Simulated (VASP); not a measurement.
Here is the system:

```xyz
2
Lattice="0.0000 2.8285 2.8285 2.8285 0.0000 2.8285 2.8285 2.8285 0.0000" Properties=species:S:1:pos:R:3 pbc="T T T"
Ga     0.0000     0.0000     0.0000
As     1.4142     1.4142     1.4142
```

Calculation: PBEsol GGA, VASP's PBE PAW potentials (set 64) (plane waves; VASP). Run with 480 eV cut-off, 8×8×8 Γ-centred mesh, Gaussian smearing of 0.050 eV, potentials Ga_d As.

### Question
What does the run give for the energy per atom (σ→0), band gap (on the k-mesh) with the smallest direct gap where there is one?

### Answer

| Property | Result |
|---|---|
| band gap (on the k-mesh) | 0.44 eV |
| smallest direct gap (on the k-mesh) | 0.44 eV |
| energy per atom (σ→0) | -4.544 eV/atom |

The compound is GaAs in the zinc blende structure. It was relaxed first.
